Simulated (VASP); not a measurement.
Input for VASP

File KPOINTS:
```
Automatic mesh
0
Gamma
8 8 8
0 0 0
```

### INCAR
```
ALGO=Normal
EDIFF=1E-6
EDIFFG=-0.02
ENCUT=520
GGA=PE
IBRION=2
ISIF=3
ISMEAR=1
IVDW=12
LASPH=T
LCHARG=F
LMAXMIX=6
LREAL=F
LWAVE=F
NELM=100
NSW=60
PREC=Accurate
SIGMA=0.1
SYSTEM=PtAl2
```

POSCAR:
```
PtAl2
1.0
  0.0000000000   2.9407061879   2.9407061879
  2.9407061879   0.0000000000   2.9407061879
  2.9407061879   2.9407061879   0.0000000000
Al Pt
2 1
Direct
  0.2500000000   0.2500000000   0.2500000000
  0.7500000000   0.7500000000   0.7500000000
  0.0000000000   0.0000000000   0.0000000000
```

POTCAR, in this order: Al Pt (PBE.64 set). Program: vasp_std.

**Question.** Translate this PBE-D3(BJ) calculation to Ansatz.

**Answer.** One equivalent input (not run):
Ansatz 0.2 input:
```yaml
crystal:
  lattice:
    - [0.0000000, 2.9407062, 2.9407062]
    - [2.9407062, 0.0000000, 2.9407062]
    - [2.9407062, 2.9407062, 0.0000000]
  atoms:
    - { symbol: Al, position: [0.2500000, 0.2500000, 0.2500000] }
    - { symbol: Al, position: [0.7500000, 0.7500000, 0.7500000] }
    - { symbol: Pt, position: [0.0000000, 0.0000000, 0.0000000] }
kpoints:
  mp_grid: { grid: [8, 8, 8] }
hamiltonian:
  xc: pbe
  dispersion: d3bj
  pseudopotentials: { kind: paw }
scf:
  occupations: { method: methfessel_paxton, width: 0.1 }
  max_iter: 100
relax:
  max_steps: 60
  f_tol: 0.02
  cell: {}
output: { forces: true, stress: true, eigenvalues: true }
```
The two are equivalent in intent, not identical: each code has its own PAW files, so the cut-off isn't converted (ENCUT is set for VASP's; basis.ecutwfc is left out, and Ansatz then takes the one that its files recommend); Ansatz stops its SCF on the density residual and VASP on the energy change (EDIFF).

The compound is PtAl2 in the fluorite structure. It was relaxed first. The start is the result of an earlier pass.
